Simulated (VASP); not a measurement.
# Be2CdS3 (Cc) in VASP: single point with r2SCAN

Aim: the single point of Be2CdS3 with r2SCAN.

Program: VASP 6.6.1. These are calculated values, not measurements. Logs are shortened: lines on timing, memory, paths and dates and some standing lists are left out, and cuts for length are marked.

## (1) Starting point

The structure is monoclinic, space group Cc (No. 9). The conventional cell has a = 6.362 Å, b = 11.146 Å, c = 6.283 Å, α = 90.00°, β = 107.89°, γ = 90.00°. Be (site symmetry 1) is surrounded by 4 S at 2.09 to 2.16 Å. Around Be (site symmetry 1) lie 4 S at 2.10 to 2.21 Å. Cd (site symmetry 1) has 4 S at 2.52 to 2.54 Å as nearest neighbours. Around S (site symmetry 1) lie 2 Be at 2.09 to 2.10 Å. S (site symmetry 1) has 3 Be at 2.13 to 2.16 Å as nearest neighbours. S (site symmetry 1) has 3 Be at 2.14 to 2.21 Å as nearest neighbours.

The cell was built by a generator and needn't be a form met in nature.

## (2) Single point, r2SCAN

Contents of INCAR:

```
SYSTEM = Be2CdS3
PREC = Accurate
ENCUT = 520
EDIFF = 1E-6
ISMEAR = 0
SIGMA = 0.03
LREAL = .False.
LASPH = .True.
NELM = 150
ALGO = Normal
ISIF = 2
LWAVE = .False.
LCHARG = .False.
METAGGA = R2SCAN
LMIXTAU = .True.
NBANDS = 46
KPAR = 4
```

Contents of KPOINTS:

```
Automatic mesh
0
Gamma
  6 6 4
  0 0 0
```

Contents of POSCAR:

```
Be2CdS3
1.0
    3.1811720000     -5.5729900000      0.0000000000
    3.1811720000      5.5729900000      0.0000000000
   -1.9304690000      0.0000000000      5.9786720000
Be Cd S
4 2 6
Direct
    0.4199200000      0.5880820000      0.4995520000
    0.5880820000      0.4199200000      0.9995520000
    0.2548140000      0.7363850000      0.9972410000
    0.7363850000      0.2548140000      0.4972410000
    0.9165700000      0.0927100000      0.0102600000
    0.0927100000      0.9165700000      0.5102600000
    0.7370600000      0.9558270000      0.5923880000
    0.3415630000      0.4998320000      0.1400310000
    0.4998320000      0.3415630000      0.6400310000
    0.9558270000      0.7370600000      0.0923880000
    0.1287970000      0.5777660000      0.6351310000
    0.5777660000      0.1287970000      0.1351310000
```

Potentials or basis: VASP PAW PBE potentials, release 64 (Be, Cd, S).

Run with:

```bash
cat potpaw_PBE.64/Be/POTCAR potpaw_PBE.64/Cd/POTCAR potpaw_PBE.64/S/POTCAR > POTCAR
mpirun -np 4 vasp_std > vasp.out
```

OUTCAR:

```text
SYSTEM = Be2CdS3
   PREC = Accurate
   ENCUT = 520
   EDIFF = 1E-6
   ISMEAR = 0
   LREAL = .False.
   LASPH = .True.
   NELM = 150
   ISIF = 2
   METAGGA = R2SCAN

 ion  position               nearest neighbor table
   1  0.420  0.588  0.500-   7 2.09  11 2.14   8 2.16   9 2.16
   2  0.588  0.420  1.000-  10 2.09  12 2.14   9 2.16   8 2.16
   3  0.255  0.736  0.997-  10 2.10   8 2.13  11 2.18  12 2.21
   4  0.736  0.255  0.497-   7 2.10   9 2.13  12 2.18  11 2.21
   5  0.917  0.093  0.010-   7 2.52   8 2.52  12 2.52  10 2.54   6 3.70   6 3.70
   6  0.093  0.917  0.510-  10 2.52   9 2.52  11 2.52   7 2.54   5 3.70   5 3.70
   7  0.737  0.956  0.592-   1 2.09   4 2.10   5 2.52   6 2.54
   8  0.342  0.500  0.140-   3 2.13   1 2.16   2 2.16   5 2.52
   9  0.500  0.342  0.640-   4 2.13   2 2.16   1 2.16   6 2.52
  10  0.956  0.737  0.092-   2 2.09   3 2.10   6 2.52   5 2.54
  11  0.129  0.578  0.635-   1 2.14   3 2.18   4 2.21   6 2.52
  12  0.578  0.129  0.135-   2 2.14   4 2.18   3 2.21   5 2.52

  LATTYP: Found a base centered monoclinic cell.
 ALAT       =     6.3623440000
 B/A-ratio  =     1.7518669220
 C/A-ratio  =     0.9874683396
 COS(beta)  =    -0.3072716589

  Lattice vectors:

 A1 = (   3.1811720000,  -5.5729900000,   0.0000000000)
 A2 = (   3.1811720000,   5.5729900000,   0.0000000000)
 A3 = (  -1.9304690000,   0.0000000000,   5.9786720000)

Analysis of symmetry for initial positions (statically):
=====================================================================
 Subroutine PRICEL returns:
 Original cell was already a primitive cell.

 Routine SETGRP: Setting up the symmetry group for a
 base centered monoclinic supercell.

 Subroutine GETGRP returns: Found  2 space group operations
 (whereof  1 operations were pure point group operations)
 out of a pool of  4 trial point group operations.

The static configuration has the point symmetry C_1 .
 The point group associated with its full space group is C_1h.

Analysis of symmetry for dynamics (positions and initial velocities):
=====================================================================
 Subroutine PRICEL returns:
 Original cell was already a primitive cell.

 Routine SETGRP: Setting up the symmetry group for a
 base centered monoclinic supercell.

 Subroutine GETGRP returns: Found  2 space group operations
 (whereof  1 operations were pure point group operations)
 out of a pool of  4 trial point group operations.

The dynamic configuration has the point symmetry C_1 .
 The point group associated with its full space group is C_1h.

 Subroutine INISYM returns: Found  2 space group operations
 (whereof  1 operations are pure point group operations),
 and found     1 'primitive' translations

----------------------------------------------------------------------------------------

                                     Primitive cell

  volume of cell :     211.9874

  direct lattice vectors                    reciprocal lattice vectors
     3.181172000 -5.572990000  0.000000000     0.157174777 -0.089718446  0.050750574
     3.181172000  5.572990000  0.000000000     0.157174777  0.089718446  0.050750574
    -1.930469000  0.000000000  5.978672000     0.000000000  0.000000000  0.167261225

  length of vectors
     6.417014324  6.417014324  6.282613265     0.187959918  0.187959918  0.167261225

  position of ions in fractional coordinates (direct lattice)
     0.419920000  0.588082000  0.499552000
     0.588082000  0.419920000  0.999552000
     0.254814000  0.736385000  0.997241000
     0.736385000  0.254814000  0.497241000
     0.916570000  0.092710000  0.010260000
     0.092710000  0.916570000  0.510260000
     0.737060000  0.955827000  0.592388000
     0.341563000  0.499832000  0.140031000
     0.499832000  0.341563000  0.640031000
     0.955827000  0.737060000  0.092388000
     0.128797000  0.577766000  0.635131000
     0.577766000  0.128797000  0.135131000

  ion indices of the primitive-cell ions
   primitive index   ion index
                 1           1
                 2           2
                 3           3
                 4           4
                 5           5
                 6           6
                 7           7
                 8           8
                 9           9
                10          10
                11          11
                12          12

----------------------------------------------------------------------------------------

 KPOINTS: Automatic mesh

Automatic generation of k-mesh.
 Grid dimensions read from file:
 generate k-points for:    6    6    4

 Generating k-lattice:

  Cartesian coordinates                     Fractional coordinates (reciprocal lattice)
     0.026195796 -0.014953074  0.008458429     0.166666667  0.000000000  0.000000000
     0.026195796  0.014953074  0.008458429     0.000000000  0.166666667  0.000000000
     0.000000000  0.000000000  0.041815306     0.000000000  0.000000000  0.250000000

  Length of vectors
     0.031326653  0.031326653  0.041815306

  Shift w.r.t. Gamma in fractional coordinates (k-lattice)
     0.000000000  0.000000000  0.000000000

 Subroutine IBZKPT returns following result:
 ===========================================

 Found     47 irreducible k-points:

 Following reciprocal coordinates:
            Coordinates               Weight
  0.000000  0.000000  0.000000      1.000000
  0.166667 -0.000000  0.000000      4.000000
  0.333333 -0.000000  0.000000      4.000000
  0.500000 -0.000000  0.000000      2.000000
  0.166667  0.166667  0.000000      2.000000
  0.333333  0.166667  0.000000      4.000000
[... 16 lines left out ...]
 -0.333333  0.166667  0.250000      4.000000
 -0.166667  0.166667  0.250000      4.000000
 [... further k-points ...]
   k-points           NKPTS =     47   k-points in BZ     NKDIM =     47   number of bands    NBANDS=     46
   number of dos      NEDOS =    301   number of ions     NIONS =     12
   total plane-waves  NPLWV = 110592
   dimension x,y,z NGX =    48 NGY =   48 NGZ =   48
   dimension x,y,z NGXF=    96 NGYF=   96 NGZF=   96
   ions per type =               4   2   6
   NGX,Y,Z   is equivalent  to a cutoff of  12.44, 12.44, 12.70 a.u.
   NGXF,Y,Z  is equivalent  to a cutoff of  24.87, 24.87, 25.40 a.u.
 SYSTEM =  Be2CdS3
   PREC   = accura    normal or accurate (medium, high low for compatibility)
   ISTART =      0    job   : 0-new  1-cont  2-samecut
   ICHARG =      2    charge: 1-file 2-atom 10-const
   ISPIN  =      1    spin polarized calculation?
   LNONCOLLINEAR =      F non collinear calculations
   LSORBIT =      F    spin-orbit coupling
   LASPH  =      T    aspherical Exc in radial PAW
   ENCUT  =  520.0 eV  38.22 Ry    6.18 a.u.  11.93 11.93 11.68*2*pi/ulx,y,z
   NELM   =    150;   NELMIN=  2; NELMDL= -5     # of ELM steps
   EDIFF  = 0.1E-05   stopping-criterion for ELM
   LREAL  =      F    real-space projection
   EDIFFG = 0.1E-04   stopping-criterion for IOM
   NSW    =      0    number of steps for IOM
   IBRION =     -1    ionic relax: 0-MD 1-quasi-New 2-CG
   NFREE  =      0    steps in history (QN), initial steepest desc. (CG)
   ISIF   =      2    stress and relaxation
   ISYM   =      2    0-nonsym 1-usesym 2-fastsym
   POTIM  = 0.5000    time-step for ionic-motion
   TEBEG  =    0.0;   TEEND  =   0.0 temperature during run
   PSTRESS=    0.0 pullay stress
   NELECT =      68.0000    total number of electrons
   NUPDOWN=      -1.0000    fix difference up-down
   EMIN   =  10.00;   EMAX   =-10.00  energy-range for DOS
   EFERMI =   0.00;   METHOD = LEGACY
   ISMEAR =     0;   SIGMA  =   0.03  broadening in eV -4-tet -1-fermi 0-gaus
   EFERMI_NEDOS =   21; number of points for ismear=-14 and -15
   IALGO  =     38    algorithm
   IMIX   =      4    mixing-type and parameters
     AMIX     =   0.40;   BMIX     =  1.00
     AMIX_MAG =   1.60;   BMIX_MAG =  1.00
  volume/ion in A,a.u.               =      17.67       119.21
  Fermi-wavevector in a.u.,A,eV,Ry     =   1.120661  2.117743 17.087312  1.255882
  Thomas-Fermi vector in A             =   2.257309
   LORBIT       =      0    0 simple, 1 ext, 2 COOP (PROOUT), +10 PAW based schemes
   METAGGA = R2SCAN    functional components
   LHFCALC =     F    Hartree Fock is set to
   AEXX    =    0.0000 exact exchange contribution
   IVDW    =     0    specifies the selected vdW correction
   LEPSILON=     F    determine dielectric tensor
   LRPA    =     F    only Hartree local field effects (RPA)
 non-spin polarized calculation
 Gauss-broadening in eV      SIGMA  =   0.03
  energy-cutoff  :      520.00
  volume of cell :      211.99
 maximum number of plane-waves:      5732
   NGX = 23   NGY = 23   NGZ = 23

 number of electron      68.0000021 magnetization

 Free energy of the ion-electron system (eV)
  ---------------------------------------------------
  ext. energy  EPLUGINS =         0.00000000
  ---------------------------------------------------
  free energy    TOTEN  =      -117.84467892 eV

  energy without entropy =     -117.84467892  energy(sigma->0) =     -117.84467892

 E-fermi :   2.8649     XC(G=0): -10.0739

 val. band max:        2.6990140560   @ k =   0.0000   0.0000   0.0000
 cond. band min:       6.1885772225   @ k =   0.5000   0.5000   0.0000
 fundamental gap:      3.4895631665
 Fermi energy:         2.8649365101

 k-point     1 :       0.0000    0.0000    0.0000
  band No.  band energies     occupation
      1     -10.9871      2.00000
      2      -9.8487      2.00000
      3      -9.5913      2.00000
      4      -9.4972      2.00000
      5      -9.4650      2.00000
      6      -9.3570      2.00000
[... 38 lines left out ...]
     45       9.6770      0.00000
     46      10.0255      0.00000

 k-point     2 :       0.1667   -0.0000    0.0000
  band No.  band energies     occupation
      1     -10.9118      2.00000
      2      -9.8295      2.00000
      3      -9.6788      2.00000
      4      -9.5485      2.00000
      5      -9.4735      2.00000
      6      -9.3464      2.00000
[... 1070 lines left out ...]
 k-point    24 :      -0.1667    0.1667    0.2500
  band No.  band energies     occupation
      1     -10.7843      2.00000
      2     -10.0361      2.00000
      3      -9.6972      2.00000
      4      -9.5336      2.00000
      5      -9.4287      2.00000
      6      -9.3461      2.00000
[... 38 lines left out ...]
     45       9.8246      0.00000
     46      10.1074      0.00000

 [... further k-points ...]
[... 5 lines left out ...]
  --------------------------------------------------------------------------------------
  -------------------------------------------------------------------------------------
  Total       -1.1322942     -1.0903532     -1.1046289      0.0000000      0.0000000      0.0159226
  in kB       -8.5577528     -8.2407669     -8.3486612      0.0000000      0.0000000      0.1203410
  external PRESSURE =      -8.3823936 kB  Pullay stress =       0.0000000 kB

 VOLUME and BASIS-vectors are now :
 -----------------------------------------------------------------------------
  energy-cutoff  :      520.00
  volume of cell :      211.99
      direct lattice vectors                 reciprocal lattice vectors
     3.181172000 -5.572990000  0.000000000     0.157174777 -0.089718446  0.050750574
     3.181172000  5.572990000  0.000000000     0.157174777  0.089718446  0.050750574
    -1.930469000  0.000000000  5.978672000     0.000000000  0.000000000  0.167261225

 POSITION                                       TOTAL-FORCE (eV/Angst)
 -----------------------------------------------------------------------------------
      2.24226      0.93717      2.98666         0.008164      0.005381      0.003744
      1.27702     -0.93717      5.97599         0.008164     -0.005381      0.003744
      1.22803      2.68379      5.96218        -0.008034     -0.000022      0.009446
      2.19327     -2.68379      2.97284        -0.008034      0.000022      0.009446
      3.19089     -4.59136      0.06134        -0.001295     -0.003110     -0.001998
      2.22565      4.59136      3.05068        -0.001295      0.003110     -0.001998
      4.24178      1.21919      3.54169         0.045037     -0.074890      0.072259
      2.40630      0.88203      0.83720        -0.089221      0.003302     -0.040304
      1.44106     -0.88203      3.82654        -0.089221     -0.003302     -0.040304
      5.20701     -1.21919      0.55236         0.045037      0.074890      0.072259
      1.02160      2.50210      3.79724         0.045348      0.074603     -0.043146
      1.98683     -2.50210      0.80790         0.045348     -0.074603     -0.043146
 -----------------------------------------------------------------------------------
    total drift:                                0.001064      0.000000      0.000369

  FREE ENERGIE OF THE ION-ELECTRON SYSTEM (eV)
  ---------------------------------------------------
  free  energy   TOTEN  =      -117.8446789245 eV

  energy  without entropy=     -117.8446789245  energy(sigma->0) =     -117.84467892
```

Run time: 4.2 min. Hardware: 4 MPI ranks of Intel Xeon 6975P-C (Granite Rapids), shared host; peak memory 0.61 GiB.

What came out:

```
Free energy            : -117.8447 eV
Pressure               : -0.8 GPa
Largest force          : 0.113 eV/Å
Band gap on the k mesh : 3.49 eV, indirect (least direct gap 3.53 eV)
```

Forces in eV/Å, atoms in the order of the input:
```
Be   0.008  0.005  0.004
Be   0.008 -0.005  0.004
Be  -0.008  0.000  0.009
Be  -0.008  0.000  0.009
Cd  -0.001 -0.003 -0.002
Cd  -0.001  0.003 -0.002
S    0.045 -0.075  0.072
S   -0.089  0.003 -0.040
S   -0.089 -0.003 -0.040
S    0.045  0.075  0.072
S    0.045  0.075 -0.043
S    0.045 -0.075 -0.043
```

Levels at points of the mesh, in eV from the valence-band top:
| k point | band 32 | band 33 | band 34 | band 35 | band 36 | band 37 |
| --- | --- | --- | --- | --- | --- | --- |
| (0.00, 0.00, 0.00) | -0.16 | -0.12 | 0.00 | 3.53 | 4.23 | 4.71 |
| (0.50, 0.00, 0.00) | -0.82 | -0.76 | -0.37 | 4.24 | 4.62 | 5.60 |
| (0.50, 0.50, 0.00) | -0.62 | -0.51 | -0.16 | 3.49 | 4.14 | 4.34 |
| (0.00, 0.00, 0.50) | -0.61 | -0.31 | -0.31 | 4.36 | 4.36 | 5.27 |
| (0.50, 0.00, 0.50) | -0.72 | -0.61 | -0.51 | 3.76 | 4.21 | 4.53 |
| (0.50, 0.50, 0.50) | -1.18 | -0.81 | -0.81 | 4.43 | 4.43 | 5.30 |

Caveat: the PAW data sets were made with another functional, which shifts forces and pressure a little. A k mesh can miss the band edges.
